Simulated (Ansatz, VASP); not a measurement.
## Cross-check of In2S between VASP and Ansatz

Aim: how closely do two programs agree when they are given the same cell, functional and k mesh? The cell is generated by rule, not measured, and may not be a known phase. The cell is taken from a series of runs on this material, whose earlier steps may have relaxed, scaled, displaced or heated it; both programs get it as it stands.

Method: plane waves, with VASP 6.6.1 beside it; single point at PBEsol, in Ansatz 0.2.0.

The structure was built from a prototype and need not be the compound's stable phase.

## Step 1: Set-up

The structure is orthorhombic, space group P222 (No. 16). The conventional cell has a = 6.290 Å, b = 8.895 Å, c = 8.895 Å, α = 90.00°, β = 90.00°, γ = 90.00°. Nearest to S lie 4 In at 2.47 to 2.99 Å. In has 2 S at 2.74 Å nearest. In has 2 S at 2.76 Å nearest. Nearest to In lie 2 S at 2.99 Å. In has 2 S at 2.47 Å nearest. Farther neighbours and most contacts between anions are not listed.

## Step 2: Ansatz: single point, PBEsol, pair 1

Ansatz runs on its default PAW (the set named soft_2) files.

A single point gives forces, pressure and levels at one fixed geometry, so differences don't come from the geometry; what else differs is listed under the comparison.

File input.yaml:

```yaml
crystal:
  lattice:
    - [-6.2898146533, 0.0, 0.0]
    - [0.0, -6.2898146533, -6.2898146533]
    - [0.0, -6.2898146533, 6.2898146533]
  atoms:
    - { symbol: S, position: [0.0, 0.0016557556, -0.0359365722] }
    - { symbol: S, position: [0.0, 0.4983442444, 0.5359365722] }
    - { symbol: S, position: [0.5, 0.0016557556, 0.5359365722] }
    - { symbol: S, position: [0.5, 0.4983442444, -0.0359365722] }
    - { symbol: In, position: [0.75, 0.25, 0.4937772759] }
    - { symbol: In, position: [0.75, 0.75, 0.0062227241] }
    - { symbol: In, position: [0.25, 0.9997132918, 0.25] }
    - { symbol: In, position: [0.25, 0.5002867082, 0.75] }
    - { symbol: In, position: [0.25, 0.9997132918, 0.75] }
    - { symbol: In, position: [0.25, 0.5002867082, 0.25] }
    - { symbol: In, position: [0.75, 0.75, 0.4937772759] }
    - { symbol: In, position: [0.75, 0.25, 0.0062227241] }
kpoints:
  mp_grid: { grid: [6, 4, 4] }
hamiltonian:
  xc: pbesol
scf:
  occupations: { method: methfessel_paxton, width: 0.2 }
output:
  forces: true
  stress: true
  eigenvalues: true
```

Run with:

```
$ ansatz run input.yaml --threads 8 --pin off --max-ram 14336MiB --backend cpu --events-out ev --progress --plain --runs-dir out
```

Numbers of over 12 decimals in the logs are rounded to 6 here.

Log:

```text
Engine: ansatz 0.2.0, aarch64-unknown-linux-gnu
Pseudopotentials: kind: paw
Pseudopotential: S, paw, valence charge 6, recommended cutoff 420 eV (normal), S.paw.azcp
Pseudopotential: In, paw, valence charge 13, recommended cutoff 420 eV (normal), In.paw.azcp
Functional definition: PBEsol
  exchange = pbesol_x
  correlation = pbesol_c
Crystal: 12 atoms, lattice volume = 497.672 Å³
Basis set: ecut = 420 eV, 9757 PW (Γ), exchange–correlation on 90×120×120 points (8 copies of the dense FFT grid, shifted against one another)
Bands: 77, of which v1, the nominal top of the filled ones, is band 64 counted from 1 (63 counted from 0)
Symmetry: 4 space group operations
Space group: P222 (ITA 16), of the structure as read, at distance tolerance 7.9e-5 Å
k-points: 36 of 96 (time reversal used)
Non-local potential: S, projectors of the file, l = 0: 2, l = 1: 2, l = 2: 2
Non-local potential: In, projectors of the file, l = 0: 2, l = 1: 2, l = 2: 2, l = 3: 2
PAW form: soft (Blöchl's): semilocal exchange-correlation on the pseudo side does not see the compensation charge
PAW frozen core: S, regenerated for the run's functional, and the local potential with it (the file was generated under x = pbe(κ = 0.804, μ = 0.219515), c = pbe(β = 0.066725))
PAW frozen core: In, regenerated for the run's functional, and the local potential with it (the file was generated under x = pbe(κ = 0.804, μ = 0.219515), c = pbe(β = 0.066725))
PAW one-centre angular grid: S, 110 points (default); XC on 64 Gauss nodes
PAW one-centre angular grid: In, 590 points (default); XC on 64 Gauss nodes
Initial density: superposition of atomic densities (neutral atoms: chi_scale 0, normalization atom), corrected by the library's trained network
Initial wavefunctions: pseudopotential atomic-orbital guess
Functional: x = pbesol(κ = 0.804, μ = 0.123457), c = pbesol(β = 0.046)
SCF iter   1: F=—  HF=-47737.701924 eV  |F-HF|=—  |Δ(HF+E_count)|=         —  Δρ=5.11e-3  dr2=4.27e-1  ethr=1.77e-3  ⟨swp⟩=6.0  Hψ=9463  notcnv=0
preconditioner: auto → LDOS  [metal: Δε(μ)=0.008 eV  Ē_g=12.487 eV  σ=0.200 eV  W_gap=0.04  n_scr=80 (ndim 8)  ℏωp=18.8 eV  f_vac=0.041  D(μ)=14.07/eV (n_scr^D=104)  β→1.0]
SCF iter   2: F=—  HF=-47737.665304 eV  |F-HF|=—  |Δ(HF+E_count)|=   3.66e-2  S|Δr|=    0.00e0  Δρ=2.82e-3  dr2=5.63e-2  ethr=3.34e-4  ⟨swp⟩=2.1  Hψ=5535  notcnv=0
SCF iter   3: F=—  HF=-47737.654659 eV  |F-HF|=—  |Δ(HF+E_count)|=   1.06e-2  S|Δr|=    0.00e0  Δρ=1.50e-3  dr2=2.95e-2  ethr=4.40e-5  ⟨swp⟩=2.0  Hψ=5015  notcnv=0
SCF iter   4: F=—  HF=-47737.649822 eV  |F-HF|=—  |Δ(HF+E_count)|=   4.84e-3  S|Δr|=    0.00e0  Δρ=4.79e-4  dr2=4.08e-3  ethr=2.31e-5  ⟨swp⟩=2.7  Hψ=4792  notcnv=0
SCF iter   5: F=—  HF=-47737.649327 eV  |F-HF|=—  |Δ(HF+E_count)|=   4.96e-4  S|Δr|=    0.00e0  Δρ=2.09e-4  dr2=8.49e-4  ethr=3.18e-6  ⟨swp⟩=2.9  Hψ=5049  notcnv=0
SCF iter   6: F=—  HF=-47737.649217 eV  |F-HF|=—  |Δ(HF+E_count)|=   1.10e-4  S|Δr|=    0.00e0  Δρ=7.86e-5  dr2=9.05e-5  ethr=6.63e-7  ⟨swp⟩=2.0  Hψ=4532  notcnv=0
SCF iter   7: F=—  HF=-47737.649237 eV  |F-HF|=—  |Δ(HF+E_count)|=   2.05e-5  S|Δr|=    0.00e0  Δρ=2.38e-5  dr2=6.09e-6  ethr=7.07e-8  ⟨swp⟩=2.0  Hψ=3438  notcnv=0
SCF iter   8: F=—  HF=-47737.649238 eV  |F-HF|=—  |Δ(HF+E_count)|=   5.88e-7  S|Δr|=    0.00e0  Δρ=1.06e-5  dr2=9.56e-7  ethr=4.76e-9  ⟨swp⟩=2.0  Hψ=4996  notcnv=0
SCF iter   9: F=—  HF=-47737.649238 eV  |F-HF|=—  |Δ(HF+E_count)|=   1.47e-7  S|Δr|=    0.00e0  Δρ=5.82e-6  dr2=3.31e-7  ethr=7.47e-10  ⟨swp⟩=2.0  Hψ=5019  notcnv=0
SCF iter  10: F=-47737.649238 eV  HF=-47737.649238 eV  |F-HF|=2.12e-8  |Δ(HF+E_count)|=   5.02e-8  S|Δr|=    0.00e0  Δρ=1.72e-6  dr2=3.83e-8  ethr=7.81e-11  ⟨swp⟩=9.9  Hψ=13738  notcnv=0
SCF 1 converged in 10 iterations: F = -47737.649238 eV  dr2 = 3.83e-8
  greatest PAW one-centre occupation: 0.984 electrons in one spin orbital (limit 2), on the In atom at site 6 (counted from 0), in its partial waves of l = 2
SCF converged after 10 iterations
Stability not checked: this state was not tested for a lower state beside it, because cold or Methfessel-Paxton smearing, or corrected tetrahedra, fill the levels in a way that the test cannot read (fill_not_monotonic; see scf.lower_state_search)
Free energy (F): -47737.649238 eV
Harris-Foulkes:  -47737.649238 eV  (|F-HF|=2.12e-8)
Internal energy: -47737.616875 eV  (E = F + TS)
E sigma→0 (E₀):  -47737.641147 eV
Entropy (-TS):   -0.032363 eV (-2.697 meV/atom)
Fermi energy:    3.886105 eV
--- Per-component energies (eV) ---
  E_band       = -914.175265
  E_kinetic    = 2334.543580
  E_local      = -12852.563819  (includes V_loc(G=0)·N_el)
  E_nonlocal   = 3056.439139
  E_hartree    = 5035.544058
  E_xc         = -2084.109878
  E_vxc        = -1134.033104  (∫ρ·V_xc dr)
  E_paw        = -34976.442818  (= ΣΔE_a)
  E_vpaw       = -2389.648579  (= ΣTr[D̂ρ^β])
  E_aug_tail   = 0.000208  (compensation charges beyond the density's cutoff)
  E_ewald      = -8253.162362
  E_core_change = 2.135017  (= ΣΔE_core)
  E_smearing   = -0.032363  (= −TS)
  E_closure    = 0.000000  (closes the sum)
  Σ components = -47737.649238   (vs F -47737.649238, Δ=0.00e0)
--- Forces (eV/Å), atoms counted from 1 ---
  atom   1  S     -0.16527853     0.27042035    -0.34864613
  atom   2  S     -0.16527853    -0.27042035     0.34864613
  atom   3  S      0.16527853    -0.34864613     0.27042035
  atom   4  S      0.16527853     0.34864613    -0.27042035
  atom   5  In     0.00000000     0.39878254    -0.39878254
  atom   6  In    -0.00000000    -0.36034527     0.36034527
  atom   7  In     0.00000000     0.00531978     0.00531978
  atom   8  In     0.00000000    -0.06330318    -0.06330318
  atom   9  In     0.00000000     0.06330318     0.06330318
  atom  10  In     0.00000000    -0.00531978    -0.00531978
  atom  11  In     0.00000000     0.36034527    -0.36034527
  atom  12  In     0.00000000    -0.39878254     0.39878254
  max |Σ_I F_I| component: 5.55e-17 eV/Å
--- Stress (GPa, compression-positive) ---
       -0.710036      -0.000000      -0.000000
       -0.000000      -0.854081       0.089882
       -0.000000       0.089882      -0.854081
  P = ⅓ Tr σ = -0.8061 GPa (-8.061 kbar)
--- Band table (eV; the first three rows and the last of 36) ---
  k-point 0: bands = [... 60 lower, 2.6259, 3.1199, 3.5674, 3.5966, 3.7703, 4.3759, 4.5486, 4.6772, ... 9 higher]
  k-point 1: bands = [... 60 lower, 2.6616, 3.2704, 3.3758, 3.5629, 3.7585, 4.3418, 4.4119, 4.5937, ... 9 higher]
  k-point 2: bands = [... 60 lower, 2.9688, 3.0842, 3.1501, 3.7176, 3.9353, 4.0862, 4.2540, 4.4464, ... 9 higher]
  k-point 35: bands = [... 60 lower, 2.6657, 2.7261, 3.7151, 3.7480, 4.3629, 4.3776, 4.7209, 4.7518, ... 9 higher]
```

In the SCF lines HF is the Harris–Foulkes energy and dr2 the Hartree energy of the density residual, in eV; the loop may stop once dr2 is under the threshold and the program's other checks hold. Hψ counts applications of the Hamiltonian.

The run ends at a pressure of -0.81 GPa, with forces up to 0.56 eV/Å.

## Step 3: VASP: single point, PBEsol, pair 1

The same cell, functional, mesh and smearing now go to VASP, with its own data sets.

Lines of VASP's logs that name or quote its potential files are left out, and so is its time.

File INCAR:

```
SYSTEM = In2S
PREC = Accurate
ENCUT = 500
EDIFF = 1E-06
NELM = 120
ISMEAR = 1
SIGMA = 0.2
LREAL = .FALSE.
ALGO = Normal
GGA = PS
NBANDS = 79
LORBIT = 11
LWAVE = .FALSE.
LCHARG = .FALSE.
ISIF = 2
LASPH = .TRUE.
GGA_COMPAT = .FALSE.
KPAR = 2
```

File POSCAR:

```
In2S
1.0
   -6.2898146533      0.0000000000      0.0000000000
    0.0000000000     -6.2898146533     -6.2898146533
    0.0000000000     -6.2898146533      6.2898146533
S In
4 8
Direct
    0.0000000000      0.0016557556      0.9640634278
    0.0000000000      0.4983442444      0.5359365722
    0.5000000000      0.0016557556      0.5359365722
    0.5000000000      0.4983442444      0.9640634278
    0.7500000000      0.2500000000      0.4937772759
    0.7500000000      0.7500000000      0.0062227241
    0.2500000000      0.9997132918      0.2500000000
    0.2500000000      0.5002867082      0.7500000000
    0.2500000000      0.9997132918      0.7500000000
    0.2500000000      0.5002867082      0.2500000000
    0.7500000000      0.7500000000      0.4937772759
    0.7500000000      0.2500000000      0.0062227241
```

File KPOINTS:

```
Automatic mesh
0
Gamma
6 4 4
0 0 0
```

Potentials, in the order of the species: S and In_d (PBE family, release 64).

Run with:

```
$ mpirun -np 2 vasp_std
```

Log:

```text
[banner, memory and clock lines left out]
running    2 mpi-ranks, on    1 nodes
 distrk:  each k-point on    1 cores,    2 groups
 distr:  one band on    1 cores,    1 groups

 POSCAR found type information on POSCAR S In
 POSCAR found :  2 types and      12 ions
|                                                                             |
|               ----> ADVICE to this user running VASP <----                  |
|                                                                             |
|     You enforced a specific xc type in the INCAR file but a different       |
|     [... a line on the potential file left out ...]
|     I HOPE YOU KNOW WHAT YOU ARE DOING!                                     |
|                                                                             |

 LDA part: xc-table for (Slater+PW92), standard interpolation
 POSCAR, INCAR and KPOINTS ok, starting setup
 FFT: planning ... GRIDC
 FFT: planning ... GRID_SOFT
 FFT: planning ... GRID
 WAVECAR not read
 entering main loop
       N       E                     dE             d eps       ncg     rms          rms(c)
DAV:   1     0.128176096943E+04    0.12818E+04   -0.54422E+04  5688   0.167E+03
DAV:   2     0.163027440712E+03   -0.11187E+04   -0.10879E+04  5688   0.448E+02
DAV:   3    -0.199426909771E+02   -0.18297E+03   -0.17448E+03  6752   0.196E+02
DAV:   4    -0.388251797240E+02   -0.18882E+02   -0.17974E+02  6816   0.574E+01
DAV:   5    -0.397335534645E+02   -0.90837E+00   -0.90495E+00  6969   0.121E+01    0.187E+01
DAV:   6    -0.362033841182E+02    0.35302E+01   -0.81093E+00  8361   0.173E+01    0.103E+01
DAV:   7    -0.362138946691E+02   -0.10511E-01   -0.28026E+00  7352   0.852E+00    0.424E+00
DAV:   8    -0.361901863539E+02    0.23708E-01   -0.35437E-01  7372   0.283E+00    0.229E+00
DAV:   9    -0.361773053509E+02    0.12881E-01   -0.33192E-02  8176   0.106E+00    0.102E+00
DAV:  10    -0.361757986822E+02    0.15067E-02   -0.10085E-02  7323   0.578E-01    0.261E-01
DAV:  11    -0.361758464671E+02   -0.47785E-04   -0.16485E-03  8272   0.273E-01    0.119E-01
DAV:  12    -0.361759077275E+02   -0.61260E-04   -0.31772E-04  7973   0.817E-02    0.485E-02
DAV:  13    -0.361759163457E+02   -0.86183E-05   -0.10318E-04  7248   0.714E-02    0.241E-02
DAV:  14    -0.361759178505E+02   -0.15047E-05   -0.11780E-05  7077   0.206E-02    0.852E-03
DAV:  15    -0.361759195192E+02   -0.16687E-05   -0.22788E-06  4705   0.768E-03    0.391E-03
DAV:  16    -0.361759193857E+02    0.13344E-06   -0.36952E-07  3593   0.484E-03
   1 F= -.36175919E+02 E0= -.36165216E+02  d E =-.321110E-01
```

From OUTCAR (step 3):

```text
ion  position               nearest neighbor table
   1  0.000  0.002  0.964-   9 2.47  12 2.74   6 2.76   7 2.99
   2  0.000  0.498  0.536-   8 2.47   5 2.74  11 2.76  10 2.99
   3  0.500  0.002  0.536-   9 2.47   5 2.74  11 2.76   7 2.99
   4  0.500  0.498  0.964-   8 2.47  12 2.74   6 2.76  10 2.99
   5  0.750  0.250  0.494-   2 2.74   3 2.74
   6  0.750  0.750  0.006-   4 2.76   1 2.76
   7  0.250  1.000  0.250-   3 2.99   1 2.99
   8  0.250  0.500  0.750-   2 2.47   4 2.47
   9  0.250  1.000  0.750-   1 2.47   3 2.47
  10  0.250  0.500  0.250-   4 2.99   2 2.99
  11  0.750  0.750  0.494-   3 2.76   2 2.76
  12  0.750  0.250  0.006-   1 2.74   4 2.74

  LATTYP: Found a simple tetragonal cell.
 ALAT       =     8.8951411875
 C/A-ratio  =     0.7071067812

 Subroutine GETGRP returns: Found  4 space group operations
 (whereof  1 operations were pure point group operations)

The static configuration has the point symmetry C_1 .
 The point group associated with its full space group is D_2 .

 Found     36 irreducible k-points:

   k-points           NKPTS =     36   k-points in BZ     NKDIM =     36   number of bands    NBANDS=     79

   dimension x,y,z NGX =    48 NGY =   70 NGZ =   70
   dimension x,y,z NGXF=    96 NGYF=  140 NGZF=  140

   ENCUT  =  500.0 eV  36.75 Ry    6.06 a.u.  11.47 16.22 16.22*2*pi/ulx,y,z

   NELECT =     128.0000    total number of electrons

 k-points in reciprocal lattice and weights: Automatic mesh
   0.00000000  0.00000000  0.00000000       0.010
   0.16666667  0.00000000  0.00000000       0.021
   0.33333333  0.00000000  0.00000000       0.021
   0.50000000  0.00000000  0.00000000       0.010
   0.00000000  0.25000000  0.00000000       0.021
   0.00000000  0.00000000  0.25000000       0.021
   0.16666667  0.25000000  0.00000000       0.042
   0.16666667  0.00000000  0.25000000       0.042
   0.33333333  0.25000000  0.00000000       0.042
[...]
0.33333333  0.50000000  0.50000000       0.021
   0.50000000  0.50000000  0.50000000       0.010

 average (electrostatic) potential at core
       1 -89.2912       2 -89.2912       3 -89.2912       4 -89.2912       5 -98.6454
       6 -98.6333       7 -98.6222       8 -99.0636       9 -99.0636      10 -98.6222
      11 -98.6333      12 -98.6454

 E-fermi :   2.5344

 k-point     1 :       0.0000    0.0000    0.0000
  band No.  band energies     occupation
    ...
     61       1.2736      2.00000
     62       1.7673      2.00000
     63       2.2159      2.04685
     64       2.2423      2.05878
     65       2.4203      1.81258
     66       3.0220     -0.00304
     67       3.2003     -0.00003
     68       3.3228     -0.00000
     69       3.9698     -0.00000
     70       4.2840     -0.00000
    ...

 k-point     2 :       0.1667    0.0000    0.0000
  band No.  band energies     occupation
    ...
     61       1.2679      2.00000
     62       2.0081      2.00126
     63       2.0875      2.00698
     64       2.2821      2.07053
     65       2.4427      1.69278
     66       2.8607     -0.04323
     67       3.0571     -0.00137
     68       3.1770     -0.00005
     69       3.4667     -0.00000
     70       4.1178     -0.00000
    ...

 k-point     3 :       0.3333    0.0000    0.0000
  band No.  band energies     occupation
    ...
     61       1.5478      2.00000
     62       1.8720      2.00003
     63       2.4123      1.84915
     64       2.4164      1.83057
     65       2.5860      0.57872
     66       2.6412      0.22323
     67       2.9037     -0.02541
     68       2.9044     -0.02516
     69       3.0073     -0.00415
     70       3.4329     -0.00000
    ...

  Total       -2.2928337     -2.7373896     -2.7373896      0.0000000      0.3545255      0.0000000
  in kB       -7.3814146     -8.8125919     -8.8125919      0.0000000      1.1413386      0.0000000
  external PRESSURE =      -8.3355328 kB  Pullay stress =       0.0000000 kB

  energy-cutoff  :      500.00
  volume of cell :      497.67
      direct lattice vectors                 reciprocal lattice vectors
    -6.289814653  0.000000000  0.000000000    -0.158987197  0.000000000  0.000000000
     0.000000000 -6.289814653 -6.289814653     0.000000000 -0.079493598 -0.079493598
     0.000000000 -6.289814653  6.289814653     0.000000000 -0.079493598  0.079493598

 POSITION                                       TOTAL-FORCE (eV/Angst)
 -----------------------------------------------------------------------------------
      0.00000     -6.07419      6.05337        -0.178935      0.278589     -0.355997
      0.00000     -6.50543      0.23645        -0.178935     -0.278589      0.355997
     -3.14491     -3.38136      3.36053         0.178935     -0.355997      0.278589
     -3.14491     -9.19827      2.92929         0.178935      0.355997     -0.278589
     -4.71736     -4.67822      1.53331        -0.000000      0.398278     -0.398278
     -4.71736     -4.75650     -4.67822        -0.000000     -0.359864      0.359864
     -1.57245     -7.86046     -4.71556        -0.000000      0.005420      0.005420
     -1.57245     -7.86407      1.57065         0.000000     -0.062939     -0.062939
     -1.57245    -11.00537     -1.57065         0.000000      0.062939      0.062939
     -1.57245     -4.71916     -1.57426         0.000000     -0.005420     -0.005420
     -4.71736     -7.82313     -1.61159        -0.000000      0.359864     -0.359864
     -4.71736     -1.61159     -1.53331        -0.000000     -0.398278      0.398278
 -----------------------------------------------------------------------------------
    total drift:                               -0.000000      0.000000      0.000000

  FREE ENERGIE OF THE ION-ELECTRON SYSTEM (eV)
  ---------------------------------------------------
  free  energy   TOTEN  =       -36.1759193857 eV

  energy  without entropy=      -36.1438083910  energy(sigma->0) =      -36.16521572

 total charge
# of ion       s       p       d       tot
------------------------------------------
    1        1.374   2.273   0.000   3.647
    2        1.374   2.273   0.000   3.647
    3        1.374   2.273   0.000   3.647
    4        1.374   2.273   0.000   3.647
    5        1.098   0.291   9.855  11.244
    6        1.105   0.281   9.854  11.240
    7        1.130   0.230   9.845  11.205
    8        0.979   0.458   9.876  11.313
    9        0.979   0.458   9.876  11.313
   10        1.130   0.230   9.845  11.205
   11        1.105   0.281   9.854  11.240
   12        1.098   0.291   9.855  11.244
--------------------------------------------------
tot         14.121  11.610  78.860 104.592

[... 3 further parts left out ...]
```

The k-mesh is coarse for a metal. The PAW data sets were made with PBE, which is usual practice but a small mismatch for other functionals.

## Step 4: Comparison

Known differences besides the potentials themselves: the cutoff is 420 eV in Ansatz and 500 eV in VASP; Ansatz makes its cores anew for this functional, VASP keeps those of its PBE data sets. Total energies have different zeros and are not compared.

The two programs side by side:

```csv
quantity,Ansatz,VASP,difference
pressure (GPa),-0.81,-0.83,+0.03
```

Forces on 7 of the 12 atoms, those with the largest forces and the largest differences (eV/Å; atoms numbered as in POSCAR):

```csv
atom,"Ansatz x, y, z","VASP x, y, z"
S1,"-0.165, 0.270, -0.349","-0.179, 0.279, -0.356"
S3,"0.165, -0.349, 0.270","0.179, -0.356, 0.279"
S4,"0.165, 0.349, -0.270","0.179, 0.356, -0.279"
In5,"0.000, 0.399, -0.399","0.000, 0.398, -0.398"
In6,"0.000, -0.360, 0.360","0.000, -0.360, 0.360"
In11,"0.000, 0.360, -0.360","0.000, 0.360, -0.360"
In12,"0.000, -0.399, 0.399","0.000, -0.398, 0.398"
```

The forces differ by 5.9 meV/Å r.m.s., which is 2.4 % of the r.m.s. force of 0.242 eV/Å (both taken over all components).

(Continued in part 2 of 2.)

[Lines on the potential files, build, host, timing and source positions are cut from VASP's logs without a mark.]

[Logs are printed without paths, hosts, clocks, repeated set-up lines and the standing remarks that a program may print on its own settings, such as how far it seeks lower states.]

[Hosts, paths, dates, database ids (printed as entryN), source tags and the programs' standing remarks are cut or masked in the printed files.]
